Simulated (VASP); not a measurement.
Calculation: AM05 GGA, VASP's PBE PAW potentials (set 64) (plane waves; VASP).

Input for VASP

**INCAR**
```
SYSTEM = CuI
PREC = Accurate
ENCUT = 520
EDIFF = 1E-7
NELM = 100
ALGO = Normal
LREAL = .FALSE.
LASPH = .TRUE.
ISMEAR = 0
SIGMA = 0.05
GGA = AM
LMAXMIX = 4
LWAVE = .FALSE.
LCHARG = .FALSE.
LORBIT = 11
ICHARG = 11
```

POSCAR:
```
CuI
1
    0.0000000000     2.9864597188     2.9864597188
    2.9864597188     0.0000000000     2.9864597188
    2.9864597188     2.9864597188     0.0000000000
Cu I
1 1
Direct
  0.0000000000   0.0000000000   0.0000000000
  0.2500000000   0.2500000000   0.2500000000
```

File KPOINTS:
```
k-points along high-symmetry lines
15
Line-mode
Reciprocal
  0.000000   0.000000   0.000000 ! GAMMA
 -0.500000  -0.500000   0.000000 ! X

 -0.500000  -0.500000   0.000000 ! X
 -0.375000  -0.375000   0.250000 ! U

 -0.375000  -0.000000   0.375000 ! K
  0.000000   0.000000   0.000000 ! GAMMA

  0.000000   0.000000   0.000000 ! GAMMA
 -0.000000  -0.000000   0.500000 ! L

 -0.000000  -0.000000   0.500000 ! L
 -0.500000  -0.250000   0.250000 ! W

 -0.500000  -0.250000   0.250000 ! W
 -0.500000  -0.500000   0.000000 ! X
```

POTCAR, in this order: Cu I (PBE.64 set). Program: vasp_std. Read from the step before: CHGCAR.

Output of the run:

File OSZICAR:
```
       N       E                     dE             d eps       ncg     rms          rms(c)
DAV:   1     0.108360514579E+03    0.10836E+03   -0.81436E+03  2340   0.152E+03
DAV:   2     0.373692929017E+01   -0.10462E+03   -0.98267E+02  2360   0.275E+02
DAV:   3    -0.469097421288E+01   -0.84279E+01   -0.82137E+01  3182   0.862E+01
DAV:   4    -0.496503613189E+01   -0.27406E+00   -0.27389E+00  2929   0.141E+01
DAV:   5    -0.497329670617E+01   -0.82606E-02   -0.82603E-02  3286   0.255E+00
DAV:   6    -0.497352473283E+01   -0.22803E-03   -0.22803E-03  3141   0.384E-01
DAV:   7    -0.497352833314E+01   -0.36003E-05   -0.36003E-05  3324   0.431E-02
DAV:   8    -0.497352838358E+01   -0.50433E-07   -0.50454E-07  3066   0.483E-03
   1 F= -.49735284E+01 E0= -.49735284E+01  d E =-.242316E-14
```

OUTCAR:
```
 val. band max:        4.8470357518   @ k =   0.0000   0.0000   0.0000

 cond. band min:       6.0996559772   @ k =   0.0000   0.0000   0.0000



 k-point     1 :       0.0000    0.0000    0.0000
  band No.  band energies     occupation
      1      -9.4202      2.00000
      2       0.9913      2.00000
      3       0.9913      2.00000
      4       0.9913      2.00000
      5       2.7859      2.00000
      6       2.7859      2.00000
      7       4.8470      2.00000
      8       4.8470      2.00000
      9       4.8470      2.00000
     10       6.0997      0.00000
     11       9.6594      0.00000
     12       9.6594      0.00000
     13       9.6594      0.00000

 k-point     2 :      -0.0357   -0.0357    0.0000
  band No.  band energies     occupation
      1      -9.4113      2.00000
      2       0.9621      2.00000
      3       0.9902      2.00000
      4       0.9902      2.00000
      5       2.7829      2.00000
      6       2.7871      2.00000
      7       4.7574      2.00000
      8       4.8152      2.00000
      9       4.8152      2.00000
     10       6.2315      0.00000
     11       9.5878      0.00000
     12       9.7126      0.00000
     13       9.7126      0.00000

 k-point     3 :      -0.0714   -0.0714    0.0000
  band No.  band energies     occupation
      1      -9.3845      2.00000
      2       0.8768      2.00000
      3       0.9867      2.00000
      4       0.9867      2.00000
      5       2.7741      2.00000
      6       2.7905      2.00000
      7       4.5621      2.00000
      8       4.7244      2.00000
      9       4.7244      2.00000
     10       6.5481      0.00000
     11       9.3984      0.00000
     12       9.8673      0.00000
     13       9.8673      0.00000

 k-point     4 :      -0.1071   -0.1071    0.0000
  band No.  band energies     occupation
      1      -9.3409      2.00000
      2       0.7420      2.00000
      3       0.9813      2.00000
      4       0.9813      2.00000
...
```

The density is held fixed in this step, so its total energy and stress have no physical meaning. Unless said otherwise, spin-orbit coupling is left out, though it shifts the bands of the heavy elements here.

The compound is CuI in the zinc blende structure. It was relaxed first.
